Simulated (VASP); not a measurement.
Given:

```
CELL_PARAMETERS angstrom
     -1.54160     1.54160     4.88140
      1.54160    -1.54160     4.88140
      1.54160     1.54160    -4.88140
ATOMIC_POSITIONS crystal
  Ti 0.66428 0.66428 0.00000
  Ti 0.33572 0.33572 0.00000
  Pd 0.00000 0.00000 0.00000
```

Calculation: PBEsol GGA, VASP's PBE PAW potentials (set 64) (plane waves; VASP). Run with 400 eV cut-off, Gaussian smearing of 0.050 eV, potentials Ti_sv Pd.

**Question.** Give the energies of bands 9 to 20 at the high-symmetry points, in eV from the Fermi level.

**Answer.** 
```
band      Γ      X      P      N      M      S      R
----  -----  -----  -----  -----  -----  -----  -----
9     -7.12  -5.25  -5.21  -5.10  -6.00  -5.09  -5.20
10    -4.98  -4.44  -4.40  -4.85  -5.13  -4.91  -4.42
11    -4.84  -4.36  -4.40  -3.83  -4.72  -3.81  -4.34
12    -3.26  -4.12  -4.21  -3.67  -4.71  -3.80  -4.10
13    -3.26  -1.93  -1.93  -3.47  -3.32  -3.51  -2.19
14    -2.90  -1.89  -1.84  -3.00  -3.32  -2.78  -1.86
15    -2.60  -1.50  -1.31  -0.97  -2.87  -1.03  -1.31
16    -1.64  -0.75  -1.31  -0.70  -0.89  -0.66  -1.09
17     0.93  -0.70  -0.68  -0.41   0.42  -0.33  -0.74
18     1.19  -0.68   0.28   0.32   0.58   0.22  -0.53
19     1.19   1.16   0.28   0.74   0.58   0.55   1.06
20     1.35   2.12   2.20   1.16   0.68   1.11   2.04
```

It has no gap at this level: it comes out as a metal or semimetal.

The structure comes from a computed database's Ti2Pd entry (I4/mmm); how it stands against other phases isn't given here. It was relaxed first.
